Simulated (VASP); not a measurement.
Input:

```xyz
1
Lattice="-1.5839 1.5839 1.5839 1.5839 -1.5839 1.5839 1.5839 1.5839 -1.5839" Properties=species:S:1:pos:R:3 pbc="T T T"
Mo     0.0000     0.0000     0.0000
```

Computed with PW91 GGA, VASP's PBE PAW potentials (set 64) (plane waves; VASP). Settings: 520 eV cut-off, Gaussian smearing of 0.050 eV, potentials Mo_sv.

Task: Give the energies of bands 5 to 10 at the high-symmetry points, in eV from the Fermi level.

Result: 
| band | Γ | H | N | P |
|---|---|---|---|---|
| 5 | -7.14 | -5.33 | -5.23 | -2.59 |
| 6 | -1.38 | -5.33 | -3.36 | -2.59 |
| 7 | -1.38 | 3.85 | 1.61 | -2.59 |
| 8 | -1.38 | 3.85 | 1.62 | 2.34 |
| 9 | 1.60 | 3.85 | 2.22 | 2.34 |
| 10 | 1.60 | 8.96 | 4.59 | 9.42 |

It has no gap at this level: it comes out as a metal or semimetal.

The compound is Mo in the bcc structure. It was relaxed first.
